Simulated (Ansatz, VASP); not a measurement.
# Be (Beryllium): VASP beside Ansatz

Wanted: the spread between two codes on one cell, functional and k mesh. The cell is taken from a series of VASP runs on this material, whose earlier steps may have relaxed, scaled or displaced it; both programs get it as it stands.

Main program and level: Ansatz 0.2.0; plane waves, with VASP 6.6.1 beside it; zone-centre phonons at PBEsol and zone-centre phonons at PBE.

## (1) Starting point

Symmetry: P6_3/mmc, No. 194, hexagonal system. The conventional cell has a = 2.256 Å, b = 2.256 Å, c = 3.565 Å, α = 90.00°, β = 90.00°, γ = 120.00°. Be has 12 Be at 2.21 to 2.26 Å nearest.

## (2) Ansatz: zone-centre phonons, PBEsol

Ansatz runs on its default PAW (the set named soft_2) files.

Second derivatives magnify differences that forces hide, and they need a tight electronic threshold.

Input file input.yaml:

```yaml
crystal:
  lattice:
    - [2.2556095242, 0.0, 0.0]
    - [-1.1278047621, 1.953415149, 0.0]
    - [0.0, 0.0, 3.5649944655]
  atoms:
    - { symbol: Be, position: [0.6666666667, 0.3333333333, 0.75] }
    - { symbol: Be, position: [0.3333333333, 0.6666666667, 0.25] }
hamiltonian:
  xc: pbesol
  pseudopotentials: { kind: paw }
kpoints:
  mp_grid: { grid: [22, 22, 12] }
scf:
  occupations: { method: methfessel_paxton, width: 0.15 }
phonons:
  method: dfpt
  qpoints: [[0, 0, 0]]
```

Command:

```bash
> ansatz run input.yaml --threads 4 --pin off --max-ram 9216MiB --backend cpu --events-out ev --progress --plain --runs-dir out
```

Numbers of over 12 decimals in the logs are rounded to 6 here.

Output:

```text
zone centre: on kpoints.mp_grid the ground state, and the responses unless they are solved on pairs of k-points, stand on 931 of the mesh's 5808 k-points, reduced under 4 symmetry operations, with k and −k counted as one. Each operation leaves every solved displacement unchanged or reverses it
Engine: ansatz 0.2.0, aarch64-unknown-linux-gnu
Pseudopotentials: kind: paw
Pseudopotential: Be, paw, valence charge 2, recommended cutoff 420 eV (normal), Be.paw.azcp
Functional definition: PBEsol
  exchange = pbesol_x
  correlation = pbesol_c
Crystal: 2 atoms, lattice volume = 15.708 Å³
Basis set: ecut = 420 eV, 311 PW (Γ), exchange–correlation on 32×32×48 points (8 copies of the dense FFT grid, shifted against one another)
Bands: 6, of which v1, the nominal top of the filled ones, is band 2 counted from 1 (1 counted from 0)
Symmetry: 24 space group operations
k-points: 931 of 5808 (irreducible under 4 space group operations, time reversal used)
Non-local potential: Be, projectors of the file, l = 0: 2, l = 1: 2, l = 2: 1
PAW form: soft (Blöchl's): semilocal exchange-correlation on the pseudo side does not see the compensation charge
PAW frozen core: Be, regenerated for the run's functional, and the local potential with it (the file was generated under x = pbe(κ = 0.804, μ = 0.219515), c = pbe(β = 0.066725))
PAW one-centre angular grid: Be, 110 points (default); XC on 64 Gauss nodes
Initial density: superposition of atomic densities (neutral atoms: chi_scale 0, normalization atom), corrected by the library's trained network
Initial wavefunctions: pseudopotential atomic-orbital guess
Functional: x = pbesol(κ = 0.804, μ = 0.123457), c = pbesol(β = 0.046)
SCF iter   1: F=—  HF=-180.701321 eV  |F-HF|=—  |Δ(HF+E_count)|=         —  Δρ=1.58e-3  dr2=2.97e-4  ethr=1.77e-3  ⟨swp⟩=5.4  Hψ=47348  notcnv=0
preconditioner: auto → none  [metal: Δε(μ)=0.038 eV  Ē_g=12.960 eV  σ=0.150 eV  W_gap=0.22  n_scr=2 (ndim 8)  ℏωp=18.7 eV  f_vac=0.000  D(μ)=0.11/eV (n_scr^D=0)  sad-step TF]
SCF iter   2: F=—  HF=-180.701242 eV  |F-HF|=—  |Δ(HF+E_count)|=   7.87e-5  S|Δr|=    0.00e0  Δρ=9.69e-4  dr2=1.13e-4  ethr=7.43e-6  ⟨swp⟩=1.3  Hψ=13298  notcnv=0
SCF iter   3: F=—  HF=-180.701184 eV  |F-HF|=—  |Δ(HF+E_count)|=   5.79e-5  S|Δr|=    0.00e0  Δρ=2.54e-5  dr2=4.47e-8  ethr=2.83e-6  ⟨swp⟩=1.0  Hψ=5606  notcnv=0
SCF iter   4: F=—  HF=-180.701183 eV  |F-HF|=—  |Δ(HF+E_count)|=   6.20e-7  S|Δr|=    0.00e0  Δρ=6.41e-6  dr2=5.35e-9  ethr=1.12e-9  ⟨swp⟩=2.0  Hψ=7464  notcnv=0
SCF iter   5: F=—  HF=-180.701183 eV  |F-HF|=—  |Δ(HF+E_count)|=   1.60e-9  S|Δr|=    0.00e0  Δρ=4.19e-7  dr2=2.09e-11  ethr=1.34e-10  ⟨swp⟩=1.0  Hψ=5584  notcnv=0
SCF iter   6: F=-180.701183 eV  HF=-180.701183 eV  |F-HF|=0.00e0  |Δ(HF+E_count)|=  1.59e-12  S|Δr|=    0.00e0  Δρ=2.53e-8  dr2=3.83e-14  ethr=1.00e-12  ⟨swp⟩=4.1  Hψ=14119  notcnv=0
SCF 1 converged in 6 iterations: F = -180.701183 eV  dr2 = 3.83e-14
  greatest PAW one-centre occupation: 0.361 electrons in one spin orbital (limit 2), on the Be atom at site 1 (counted from 0), in its partial waves of l = 0
DFPT response loops at Γ: preconditioner auto → Kerker (q_TF=auto, 2.172 Å⁻¹) (partly filled bands, converged f_vac=0.000); β = 1.00, the filter's whole step (`scf.mixing.beta` (0.50) is not read by the response loops under this deck's `scf.mixing.preconditioner`; to damp them name `kerker` or `kerker_dos`, under which they read `scf.mixing.beta`, and type it under 1.00, their step now; both keys bind the ground state too); Broyden in place of MSR1
SCF converged after 6 iterations
Stability not checked: this state was not tested for a lower state beside it, because cold or Methfessel-Paxton smearing, or corrected tetrahedra, fill the levels in a way that the test cannot read (fill_not_monotonic; see scf.lower_state_search)
Free energy (F): -180.701183 eV
Harris-Foulkes:  -180.701183 eV  (|F-HF|=0.00e0)
Internal energy: -180.701365 eV  (E = F + TS)
E sigma→0 (E₀):  -180.701229 eV
Entropy (-TS):   0.000181 eV (0.091 meV/atom)
Fermi energy:    8.356347 eV
--- Per-component energies (eV) ---
  E_band       = 12.355739
  E_kinetic    = 42.322778
  E_local      = 5.681205  (includes V_loc(G=0)·N_el)
  E_nonlocal   = 8.846778
  E_hartree    = 0.080869
  E_xc         = -39.504718
  E_vxc        = -41.921046  (∫ρ·V_xc dr)
  E_paw        = -114.470982  (= ΣΔE_a)
  E_vpaw       = -2.735713  (= ΣTr[D̂ρ^β])
  E_aug_tail   = -0.000001  (compensation charges beyond the density's cutoff)
  E_ewald      = -83.676356
  E_core_change = 0.019063  (= ΣΔE_core)
  E_smearing   = 0.000181  (= −TS)
  E_closure    = -0.000000  (closes the sum)
  Σ components = -180.701183   (vs F -180.701183, Δ=0.00e0)
--- Band table (eV; the first three rows and the last of 931) ---
  k-point 0: bands = ["-3.2037", "3.6547", "9.2495", "24.3124", "24.3124", "27.1551"]
  k-point 1: bands = ["-3.1439", "3.2985", "9.7461", "24.3672", "24.3672", "27.1360"]
  k-point 2: bands = ["-2.9643", "2.4791", "10.9852", "24.5289", "24.5289", "27.0688"]
  k-point 930: bands = ["4.2516", "4.2516", "11.6911", "11.6911", "15.8742", "15.8742"]
--- Phonons (Γ-DFPT): 2 representative perturbations + reference, on 931 of 5808 k-points (Σ response iterations 6) ---
  k mesh reduced under 4 symmetry operations, with k and −k counted as one. Each operation leaves every solved displacement unchanged or reverses it
  ASR residual: 1.921e-4 → 0.000e0 eV/Å²; symmetrization residual: 8.882e-15 eV/Å²
  ASR residual per site (eV/Å²): 1.92e-4 1.92e-4
  Γ frequencies (cm⁻¹): 0.00 0.00 0.00 471.28 471.28 694.83
  non-analytic LO–TO correction: not included (Born effective charges unavailable; polar crystals: no LO–TO splitting at Γ)
--- Phonons (arbitrary-q DFPT): 1 explicit q-point ---
  q = [0, 0, 0] (of the zone-centre solve; hermiticity 1.78e-15, symmetrization 1.33e-15): -0.00 -0.00 0.00 471.28 471.28 694.83
  sum rule: each row above includes the acoustic sum rule's correction from the zone centre's row sums; it moved no ω² by more than (2.41 cm⁻¹)²
```

Elapsed: 4 s, on 4 threads of Arm Neoverse V2, shared host; peak memory 0.53 GiB.

## (3) VASP: zone-centre phonons, PBEsol

The same cell, functional, mesh and smearing now go to VASP, with its own data sets and cutoff.

Lines of VASP's logs that name or quote its potential files are left out, and so is its time.

Input file INCAR:

```
SYSTEM = Be
PREC = Accurate
ENCUT = 450
EDIFF = 1E-08
NELM = 100
ISMEAR = 1
SIGMA = 0.15
LREAL = .FALSE.
ALGO = Normal
GGA = PS
NBANDS = 8
LORBIT = 11
LWAVE = .FALSE.
LCHARG = .FALSE.
KPAR = 4
IBRION = 8
ISIF = 2
```

Input file POSCAR:

```
Be
1.0
    2.2556095242      0.0000000000      0.0000000000
   -1.1278047621      1.9534151490      0.0000000000
    0.0000000000      0.0000000000      3.5649944655
Be
2
Direct
    0.6666666667      0.3333333333      0.7500000000
    0.3333333333      0.6666666667      0.2500000000
```

Input file KPOINTS:

```
Automatic mesh
0
Gamma
22 22 12
0 0 0
```

The projector-augmented-wave data sets are Be (PBE family, release 64).

Command:

```bash
> mpirun -np 4 vasp_std
```

Output:

```text
[banner, memory and clock lines left out]
running    4 mpi-ranks, on    1 nodes
 distrk:  each k-point on    1 cores,    4 groups
 distr:  one band on    1 cores,    1 groups

 POSCAR found type information on POSCAR Be
 POSCAR found :  1 types and       2 ions
|                                                                             |
|               ----> ADVICE to this user running VASP <----                  |
|                                                                             |
|     You enforced a specific xc type in the INCAR file but a different       |
|     [... a line on the potential file left out ...]
|     I HOPE YOU KNOW WHAT YOU ARE DOING!                                     |
|                                                                             |

 LDA part: xc-table for (Slater+PW92), standard interpolation
 POSCAR, INCAR and KPOINTS ok, starting setup
 FFT: planning ... GRIDC
 FFT: planning ... GRID_SOFT
 FFT: planning ... GRID
 WAVECAR not read
 entering main loop
       N       E                     dE             d eps       ncg     rms          rms(c)
DAV:   1    -0.482685968617E+01   -0.48269E+01   -0.16258E+03  5944   0.363E+02
DAV:   2    -0.801962935096E+01   -0.31928E+01   -0.30992E+01  9536   0.432E+01
DAV:   3    -0.802968153653E+01   -0.10052E-01   -0.10054E-01  6176   0.216E+00
DAV:   4    -0.802968682120E+01   -0.52847E-05   -0.52843E-05  8680   0.551E-02
DAV:   5    -0.802968682142E+01   -0.22786E-09   -0.40163E-09  6232   0.264E-04    0.125E+00
DAV:   6    -0.800651470465E+01    0.23172E-01   -0.26066E-03  6144   0.552E-01    0.759E-01
DAV:   7    -0.799683421252E+01    0.96805E-02   -0.36836E-03  6592   0.569E-01    0.143E-02
DAV:   8    -0.799683183306E+01    0.23795E-05   -0.11551E-05  6504   0.267E-02    0.605E-03
DAV:   9    -0.799683251749E+01   -0.68444E-06   -0.45209E-07  7600   0.484E-03    0.445E-04
DAV:  10    -0.799683250041E+01    0.17087E-07   -0.37160E-10  6264   0.146E-04    0.157E-04
DAV:  11    -0.799683249224E+01    0.81720E-08   -0.86283E-11  3456   0.792E-05
   1 F= -.79968325E+01 E0= -.79968923E+01  d E =0.179357E-03
 Linear response reoptimize wavefunctions to high precision
DAV:   1    -0.799683249075E+01    0.14868E-08   -0.26947E-12  4488   0.164E-05
DAV:   2    -0.799683249075E+01   -0.14211E-13   -0.79630E-14  2936   0.357E-06
 Linear response DOF=           2
 Linear response progress:
  Degree of freedom:   1/  2
       N       E                     dE             d eps       ncg     rms          rms(c)
RMM:   1    -0.662950694440E-02   -0.66295E-02   -0.23590E-03 59849   0.276E-01
RMM:   2    -0.662274423517E-02    0.67627E-05   -0.26067E-05 42826   0.284E-02    0.233E-02
RMM:   3    -0.662844726319E-02   -0.57030E-05   -0.71228E-07 43037   0.502E-03    0.139E-02
RMM:   4    -0.665332542534E-02   -0.24878E-04   -0.13915E-06 43296   0.689E-03    0.367E-04
RMM:   5    -0.665322834541E-02    0.97080E-07   -0.16836E-09 43860   0.340E-04    0.110E-04
RMM:   6    -0.665318560728E-02    0.42738E-07   -0.58105E-12 43423   0.475E-05    0.422E-06
RMM:   7    -0.665318103995E-02    0.45673E-08   -0.28385E-10 40511   0.287E-06    0.180E-06
 first order change of Fermi-energy   0.27223E-05
 force on displaced ion       1 direction 1 :  -3.701  -0.000   0.000
 Linear response progress:
  Degree of freedom:   2/  2
       N       E                     dE             d eps       ncg     rms          rms(c)
RMM:   1    -0.160794619782E-01   -0.16079E-01    0.36887E-02 21213   0.654E-01
RMM:   2    -0.154522614187E-01    0.62720E-03   -0.17428E-03 13657   0.883E-02    0.104E-01
RMM:   3    -0.147998189260E-01    0.65244E-03   -0.79627E-04 13500   0.895E-02    0.387E-02
RMM:   4    -0.149004635290E-01   -0.10064E-03   -0.41393E-04 13856   0.502E-02    0.396E-03
RMM:   5    -0.148666244929E-01    0.33839E-04    0.22123E-05 14399   0.330E-03    0.573E-04
RMM:   6    -0.148690813901E-01   -0.24569E-05    0.34753E-06 14256   0.272E-04    0.613E-05
RMM:   7    -0.148692302390E-01   -0.14885E-06    0.48045E-07 14662   0.288E-05    0.154E-05
RMM:   8    -0.148693268488E-01   -0.96610E-07   -0.47250E-08 14556   0.100E-05    0.683E-07
RMM:   9    -0.148693217337E-01    0.51151E-08   -0.41337E-09 12543   0.810E-07    0.243E-07
 first order change of Fermi-energy   0.19190E-04
 force on displaced ion       1 direction 3 :  -0.000   0.000  -8.243
 Linear response finished
```

Parts of OUTCAR (step 3):

```text
ion  position               nearest neighbor table
   1  0.667  0.333  0.750-   2 2.21   2 2.21   2 2.21   2 2.21   2 2.21   2 2.21
   2  0.333  0.667  0.250-   1 2.21   1 2.21   1 2.21   1 2.21   1 2.21   1 2.21

  LATTYP: Found a hexagonal cell.
 ALAT       =     2.2556095242
 C/A-ratio  =     1.5805016016

 Subroutine GETGRP returns: Found 24 space group operations
 (whereof 12 operations were pure point group operations)

The static configuration has the point symmetry D_3d.
 The point group associated with its full space group is D_6h.

 Found    364 irreducible k-points:

   k-points           NKPTS =    364   k-points in BZ     NKDIM =    364   number of bands    NBANDS=      8

   dimension x,y,z NGX =    16 NGY =   16 NGZ =   28
   dimension x,y,z NGXF=    32 NGYF=   32 NGZF=   56

   ENCUT  =  450.0 eV  33.07 Ry    5.75 a.u.   3.90  3.90  6.17*2*pi/ulx,y,z

   NELECT =       4.0000    total number of electrons

 k-points in reciprocal lattice and weights: Automatic mesh
   0.00000000  0.00000000  0.00000000       0.000
   0.04545455  0.00000000  0.00000000       0.001
   0.09090909  0.00000000  0.00000000       0.001
   0.13636364  0.00000000  0.00000000       0.001
   0.18181818  0.00000000  0.00000000       0.001
   0.22727273  0.00000000  0.00000000       0.001
   0.27272727  0.00000000  0.00000000       0.001
   0.31818182  0.00000000  0.00000000       0.001
   0.36363636  0.00000000  0.00000000       0.001
[...]
0.36363636  0.27272727  0.50000000       0.001
   0.31818182  0.31818182  0.50000000       0.001

 average (electrostatic) potential at core
       1 -32.7553       2 -32.7553

  Total        0.0001130      0.0001130     -0.0001044      0.0000000      0.0000000      0.0000000
  in kB        0.0115297      0.0115297     -0.0106532      0.0000000      0.0000000      0.0000000
  external PRESSURE =       0.0041354 kB  Pullay stress =       0.0000000 kB

  energy-cutoff  :      450.00
  volume of cell :       15.71
      direct lattice vectors                 reciprocal lattice vectors
     2.255609524  0.000000000  0.000000000     0.443339146  0.255961975  0.000000000
    -1.127804762  1.953415149  0.000000000     0.000000000  0.511923950  0.000000000
     0.000000000  0.000000000  3.564994465     0.000000000  0.000000000  0.280505344

 POSITION                                       TOTAL-FORCE (eV/Angst)
 -----------------------------------------------------------------------------------
      1.12780      0.65114      2.67375        -0.000000      0.000000      0.000000
     -0.00000      1.30228      0.89125         0.000000     -0.000000      0.000000
 -----------------------------------------------------------------------------------
    total drift:                                0.000000     -0.000000      0.000000

 Eigenvectors and eigenvalues of the dynamical matrix
 ----------------------------------------------------

   1 f  =   21.143414 THz   132.847990 2PiTHz  705.268388 cm-1    87.442096 meV
             X         Y         Z           dx          dy          dz
      1.127805  0.651138  2.673746     0.000000    0.000000    0.707107
     -0.000000  1.302277  0.891249     0.000000   -0.000000   -0.707107

   2 f  =   14.168120 THz    89.020922 2PiTHz  472.597603 cm-1    58.594609 meV
             X         Y         Z           dx          dy          dz
      1.127805  0.651138  2.673746     0.000000   -0.707107   -0.000000
     -0.000000  1.302277  0.891249     0.000000    0.707107   -0.000000

   3 f  =   14.168120 THz    89.020922 2PiTHz  472.597603 cm-1    58.594609 meV
             X         Y         Z           dx          dy          dz
      1.127805  0.651138  2.673746     0.707107    0.000000    0.000000
     -0.000000  1.302277  0.891249    -0.707107    0.000000    0.000000

   4 f  =    0.000000 THz     0.000001 2PiTHz    0.000008 cm-1     0.000001 meV
             X         Y         Z           dx          dy          dz
      1.127805  0.651138  2.673746     0.000000    0.316228   -0.632456
     -0.000000  1.302277  0.891249     0.000000    0.316228   -0.632456

   5 f  =    0.000000 THz     0.000000 2PiTHz    0.000002 cm-1     0.000000 meV
             X         Y         Z           dx          dy          dz
      1.127805  0.651138  2.673746     0.000000    0.632456    0.316228
     -0.000000  1.302277  0.891249     0.000000    0.632456    0.316228

   6 f  =    0.000000 THz     0.000000 2PiTHz    0.000000 cm-1     0.000000 meV
             X         Y         Z           dx          dy          dz
      1.127805  0.651138  2.673746     0.707107    0.000000    0.000000
     -0.000000  1.302277  0.891249     0.707107    0.000000    0.000000

 ELASTIC MODULI CONTR FROM IONIC RELAXATION (kBar)
 Direction    XX          YY          ZZ          XY          YZ          ZX
 --------------------------------------------------------------------------------
 XX        -143.0814    143.0814      0.0000     -0.0000      0.0000      0.0000
 YY         143.0814   -143.0814      0.0000      0.0000     -0.0000      0.0000
 ZZ           0.0000      0.0000      0.0000      0.0000      0.0000      0.0000
 XY          -0.0000      0.0000      0.0000   -143.0814     -0.0000      0.0000
 YZ           0.0000     -0.0000      0.0000     -0.0000     -0.0000      0.0000
 ZX           0.0000      0.0000      0.0000      0.0000      0.0000      0.0000
 --------------------------------------------------------------------------------
```

## (4) Differences

Known differences besides the potentials themselves: the cutoff is 420 eV in Ansatz and 450 eV in VASP; Ansatz makes its cores anew for this functional, VASP keeps those of its PBE data sets; VASP leaves aspherical gradient terms in its spheres out (LASPH is not set), Ansatz keeps them. Total energies have different zeros and are not compared.

Compared:

| quantity | Ansatz | VASP | difference |
| --- | --- | --- | --- |
| optical mode 1 to 2 (cm⁻¹) | 471.3 | 472.6 | -0.28 % |
| optical mode 3 (cm⁻¹) | 694.8 | 705.3 | -1.48 % |

Modes are paired by rising frequency and degeneracy, not by their patterns, so a pair may still set unlike modes beside each other.

(Continued in part 2 of 2.)

[Lines on the potential files, build, host, timing and source positions are cut from VASP's logs without a mark.]

[Logs are printed without paths, hosts, clocks, repeated set-up lines and the standing remarks that a program may print on its own settings, such as how far it seeks lower states.]

[Hosts, paths, dates, database ids (printed as entryN), source tags and the programs' standing remarks are cut or masked in the printed files.]
